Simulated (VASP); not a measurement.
**Input and output of a VASP PBE single-point calculation on BaCaTe$_{2}$ (strained ordered alloy on rocksalt lattice)**

INCAR

```
GGA = PE
ISMEAR = -1
NSW = 0
SIGMA = 0.02
LWAVE = .FALSE.
NELM = 120
LASPH = .TRUE.
IBRION = -1
EDIFF = 1E-7
LCHARG = .FALSE.
LREAL = .FALSE.
NBANDS = 24
ENCUT = 520
ISIF = 2
PREC = Accurate
```

KPOINTS

```
KPOINTS created by Atomic Simulation Environment
0
Gamma
6 6 6
0 0 0
```

KPOINTS_OPT

```
special points
9
Reciprocal
0.0000000000 0.0000000000 0.0000000000 1
0.5000000000 0.5000000000 0.5000000000 1
0.8126392321 0.1873607679 0.5000000000 1
0.5000000000 -0.1873607679 0.1873607679 1
0.5000000000 0.0000000000 0.0000000000 1
0.3436803840 -0.3436803840 0.0000000000 1
0.6563196160 0.0000000000 0.3436803840 1
0.5000000000 0.0000000000 0.5000000000 1
0.0000000000 0.5000000000 0.5000000000 1
```

POSCAR

```
Ca Ba Te
 1.0000000000000000
     2.3399275082989477    1.3509577767506071    7.6678368095088087
    -2.3399275082989477    1.3509577767506071    7.6678368095088087
     0.0000000000000000   -2.7019155536512165    7.6678368094823819
 Ca  Ba  Te
   1   1   2
Cartesian
  2.3399275082989477  1.3509577767506074  7.6678368095088087
 -0.0000000000000000 -0.0000000000750009 11.5017552142500019
  0.0000000000000000 -0.0000000000388027  5.9505846612633535
  0.0000000000000001 -0.0000000001111989 17.0529257672366512
```

VASP ran with the recommended PBE PAW datasets (32 valence electrons in the cell).

Command

```
mpirun -np 1 vasp_std
```

From OUTCAR

```
k-points           NKPTS =     32   k-points in BZ     NKDIM =     32   number of bands    NBANDS=     24

   NELECT =      32.0000    total number of electrons

   dimension x,y,z NGX =    60 NGY =   60 NGZ =   60
   dimension x,y,z NGXF=   120 NGYF=  120 NGZF=  120

  energy-cutoff  :      520.00
  volume of cell :      145.43
      direct lattice vectors                 reciprocal lattice vectors
     2.339927508  1.350957777  7.667836810     0.213681833  0.123369264  0.043471626
    -2.339927508  1.350957777  7.667836810    -0.213681833  0.123369264  0.043471626
     0.000000000 -2.701915554  7.667836809     0.000000000 -0.246738528  0.043471626

 k-points in reciprocal lattice and weights: KPOINTS created by Atomic Simulation Env
   0.00000000  0.00000000  0.00000000       0.005
   0.16666667 -0.00000000 -0.00000000       0.028
   0.33333333 -0.00000000 -0.00000000       0.028
   0.50000000 -0.00000000  0.00000000       0.014
   0.16666667  0.16666667 -0.00000000       0.028
   0.33333333  0.16666667 -0.00000000       0.056
   0.50000000  0.16666667  0.00000000       0.056
  -0.33333333  0.16666667 -0.00000000       0.056
   ...

 E-fermi :   3.6073

 k-point     1 :       0.0000    0.0000    0.0000
  band No.  band energies     occupation
      1     -37.2600      2.00000
      2     -23.9426      2.00000
      3     -18.2872      2.00000
      4     -18.2588      2.00000
      5     -18.2588      2.00000
      6      -9.4321      2.00000
      7      -9.0952      2.00000
      8      -9.0952      2.00000
      9      -6.9128      2.00000
     10      -5.9925      2.00000
     11       0.3240      2.00000
     12       1.9370      2.00000
     13       1.9370      2.00000
     14       3.1270      2.00000
     15       3.1270      2.00000
     16       3.2148      2.00000
     17       5.9102      0.00000
     18       6.0643      0.00000
     19       6.0643      0.00000
     20       6.1451      0.00000
     21       6.6469      0.00000
     22       6.6469      0.00000
     23       7.0016      0.00000
     24       7.8753      0.00000

 k-point     2 :       0.1667   -0.0000   -0.0000
  band No.  band energies     occupation
      1     -37.2597      2.00000
      2     -23.9380      2.00000
      3     -18.2857      2.00000
      4     -18.2649      2.00000
      5     -18.2601      2.00000
      6      -9.3842      2.00000
      7      -9.2141      2.00000
      8      -9.1127      2.00000
      9      -6.7356      2.00000
     10      -6.0731      2.00000
     11       0.5879      2.00000
     12       1.7987      2.00000
     13       1.9501      2.00000
     14       2.1431      2.00000
     15       2.8499      2.00000
     16       2.8673      2.00000
     17       5.8252      0.00000
     18       6.2979      0.00000
     19       6.5637      0.00000
     20       6.7709      0.00000
     21       6.9773      0.00000
     22       7.0479      0.00000
     23       7.4885      0.00000
     24       7.7368      0.00000

 k-point     3 :       0.3333   -0.0000   -0.0000
  band No.  band energies     occupation
      1     -37.2593      2.00000
      2     -23.9288      2.00000
      3     -18.2829      2.00000
      4     -18.2766      2.00000
      5     -18.2626      2.00000
      6      -9.4322      2.00000
      7      -9.2671      2.00000
      8      -9.1473      2.00000
      9      -6.4767      2.00000
     10      -6.1483      2.00000
     11       0.8294      2.00000
     12       1.2169      2.00000
     13       1.5518      2.00000
     14       1.9353      2.00000
     15       2.3587      2.00000
     16       2.5225      2.00000
     17       5.5819      0.00000
     18       6.3227      0.00000
     19       7.2866      0.00000
     20       7.3260      0.00000
     21       7.6439      0.00000
     22       7.7491      0.00000
     23       7.8053      0.00000
     24       8.0570      0.00000

 k-point     4 :       0.5000   -0.0000    0.0000
  band No.  band energies     occupation
      1     -37.2591      2.00000
      2     -23.9241      2.00000
      3     -18.2837      2.00000
      4     -18.2802      2.00000
      5     -18.2638      2.00000
      6      -9.5241      2.00000
      7      -9.2099      2.00000
      8      -9.1644      2.00000
      9      -6.4541      2.00000
     10      -6.0822      2.00000
     11       0.7778      2.00000
     12       0.8377      2.00000
     13       1.5488      2.00000
     14       1.9017      2.00000
     15       2.2553      2.00000
     16       2.4088      2.00000
     17       5.5605      0.00000
     18       6.0188      0.00000
     19       7.5535      0.00000
     20       7.7656      0.00000
     21       8.1573      0.00000
     22       8.1988      0.00000
     23       8.3511      0.00000
     24       8.4196      0.00000

 k-point     5 :       0.1667    0.1667   -0.0000
  band No.  band energies     occupation
      1     -37.2597      2.00000
      2     -23.9380      2.00000
      3     -18.2857      2.00000
      4     -18.2649      2.00000
      5     -18.2601      2.00000
      6      -9.3866      2.00000
      7      -9.2133      2.00000
      8      -9.1127      2.00000
      9      -6.7106      2.00000
     10      -6.1008      2.00000
     11       0.6447      2.00000
     12       1.7822      2.00000
     13       2.0229      2.00000
     14       2.1321      2.00000
     15       2.7517      2.00000
     16       2.7743      2.00000
     17       6.0550      0.00000
     18       6.1851      0.00000
     19       6.4032      0.00000
     20       6.5351      0.00000
     21       7.3245      0.00000
     22       7.3455      0.00000
     23       7.4148      0.00000
     24       7.9917      0.00000

 k-point     6 :       0.3333    0.1667   -0.0000
  band No.  band energies     occupation
      1     -37.2594      2.00000
      2     -23.9311      2.00000
      3     -18.2834      2.00000
      4     -18.2727      2.00000
      5     -18.2631      2.00000
      6      -9.3526      2.00000
      7      -9.3126      2.00000
      8      -9.1566      2.00000
      9      -6.4712      2.00000
     10      -6.1965      2.00000
     11       0.8940      2.00000
     12       1.2794      2.00000
     13       1.7948      2.00000
     14       1.9252      2.00000
     15       2.3468      2.00000
     16       2.4799      2.00000
     17       5.9259      0.00000
     18       6.2790      0.00000
     19       6.9059      0.00000
     20       7.2270      0.00000
     21       7.3011      0.00000
     22       7.4948      0.00000
     23       7.6158      0.00000
     24       8.0947      0.00000

 k-point     7 :       0.5000    0.1667    0.0000
  band No.  band energies     occupation
      1     -37.2591      2.00000
      2     -23.9241      2.00000
      3     -18.2816      2.00000
      4     -18.2792      2.00000
      5     -18.2670      2.00000
      6      -9.4651      2.00000
      7      -9.2435      2.00000
      8      -9.2025      2.00000
      9      -6.3883      2.00000
     10      -6.1363      2.00000
     11       0.7830      2.00000
     12       0.9562      2.00000
     13       1.5460      2.00000
     14       1.9784      2.00000
     15       2.0507      2.00000
     16       2.2902      2.00000
     17       5.8714      0.00000
     18       6.7370      0.00000
     19       6.8143      0.00000
     20       7.4760      0.00000
     21       7.6139      0.00000
     22       8.0406      0.00000
     23       8.2372      0.00000
     24       8.3168      0.00000

 k-point     8 :      -0.3333    0.1667   -0.0000
  band No.  band energies     occupation
      1     -37.2591      2.00000
      2     -23.9241      2.00000
      3     -18.2816      2.00000
      4     -18.2792      2.00000
      5     -18.2670      2.00000
      6      -9.4659      2.00000
      7      -9.2427      2.00000
      8      -9.2023      2.00000
      9      -6.3573      2.00000
     10      -6.1719      2.00000
     11       0.6815      2.00000
     12       1.2080      2.00000
     13       1.6755      2.00000
     14       1.7582      2.00000
     15       2.0672      2.00000
     16       2.1648      2.00000
     17       6.1068      0.00000
     18       6.5907      0.00000
     19       7.0482      0.00000
     20       7.4457      0.00000
     21       7.4672      0.00000
     22       7.7801      0.00000
     23       8.0144      0.00000
     24       8.2206      0.00000

 ...

  Total        1.7640090      1.7640090      1.7751788      0.0000000     -0.0000000      0.0000000
  in kB       19.4331446     19.4331446     19.5561962      0.0000000     -0.0000000      0.0000000
  external PRESSURE =      19.4741618 kB  Pullay stress =       0.0000000 kB

 POSITION                                       TOTAL-FORCE (eV/Angst)
 -----------------------------------------------------------------------------------
      0.00000      0.00000      0.00000        -0.000000      0.000000     -0.000000
      0.00000     -0.00000     11.50176         0.000000     -0.000000     -0.000000
      0.00000     -0.00000      5.95058         0.000000     -0.000000      0.040159
      0.00000     -0.00000     17.05293         0.000000      0.000000     -0.040159
 -----------------------------------------------------------------------------------
    total drift:                                0.000000      0.000000      0.000000

  FREE ENERGIE OF THE ION-ELECTRON SYSTEM (eV)
  ---------------------------------------------------
  free  energy   TOTEN  =       -16.8537066539 eV

  energy  without entropy=      -16.8537066539  energy(sigma->0) =      -16.85370665
```

| Property | Result |
| --- | --- |
| gap between bands v and c | 1.31 eV |
| least direct gap | 2.06 eV |
| pressure | 1.9 GPa |
| largest force | 0.04 eV/Å |

Band v is the last that the valence electrons fill when counted band by band, and c is the next.

The run took about 2.6 min on one core of a shared host (Intel Xeon 6975P-C) and held 0.55 GiB at most.
